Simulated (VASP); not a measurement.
Crystal: SrTiO3.

```
Sr Ti O
1.0
     3.90291    0.00000    0.00000
     0.00000    3.90291    0.00000
     0.00000    0.00000    3.90291
Sr Ti O
1 1 3
Direct
  0.00000 0.00000 0.00000
  0.50000 0.50000 0.50000
  0.50000 0.50000 0.00000
  0.00000 0.50000 0.50000
  0.50000 0.00000 0.50000
```

The cell was built by a generator and needn't be a form met in nature.

Program: VASP 6.6.1. Alike in all runs: potentials or basis VASP PAW PBE potentials, release 64 (Sr_sv, Ti_sv, O); no spin polarisation; cell as given; cutoff (eV) 520; smearing gaussian 0.02 eV. Hardware: 1 thread of Intel(R) Xeon(R) Platinum 8559C (Emerald Rapids) (shared host).

Question: Order these runs on this cell by their wall time, lowest first.
A. task electrostatic potential; level HSE06; k mesh 6 × 6 × 6; grid for exact exchange (PRECFOCK) Fast; screening parameter 0.2 1/A
B. task band structure; level HSE06; k mesh 6 × 6 × 6; grid for exact exchange (PRECFOCK) Fast; screening parameter 0.2 1/A
C. task band structure; level r2SCAN+rVV10; k mesh 8 × 8 × 8
D. task band structure; level PBE; k mesh 8 × 8 × 8

Answer: D (58 s), C (230 s), A (2900 s), B (9000 s).
